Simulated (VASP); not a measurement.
Input:

```
W
1.0
    2.73422     0.00000     0.00000
   -0.91141     2.57785     0.00000
    0.00000     0.00000    26.14919
W
5
Cartesian
  0.91141   1.28893   8.60962
  0.00000   0.00000  10.84211
  0.91141   1.28893  13.07459
  0.00000   0.00000  15.30708
  0.91141   1.28893  17.53957
```

Calculation: PBEsol GGA, VASP's PBE PAW potentials (set 64) (plane waves; VASP). Run with PREC = Normal, EDIFF = 1E-5, 400 eV cut-off, 11×11×1 Γ-centred mesh, first-order Methfessel-Paxton smearing of 0.10 eV, potentials W_sv.

The ions are relaxed. Which structure does the run end with?

```
W
1.0
    2.73422     0.00000     0.00000
   -0.91141     2.57785     0.00000
    0.00000     0.00000    26.14919
W
5
Direct
  0.50000   0.50000   0.33227
  0.00000   0.00000   0.41459
  0.50000   0.50000   0.50000
  0.00000   0.00000   0.58541
  0.50000   0.50000   0.66773
```

How much energy does the relaxation gain?

The energy (σ→0) changes by -10.9 meV/atom, in 6 ionic steps.

```
step  E(σ→0) (eV)  max force (eV/Å)  pressure (GPa)  volume (Å³)
----  -----------  ----------------  --------------  -----------
1        -65.7994             0.682           -4.23       184.31
2        -65.8422             0.162           -3.35       184.31
3        -65.8423             0.157           -3.33       184.31
4        -65.8463             0.130           -3.10       184.31
5        -65.8534             0.048           -2.43       184.31
6        -65.8539             0.015           -2.19       184.31
```

The cell is a thin slab with vacuum, built from W (bcc): (110) face.
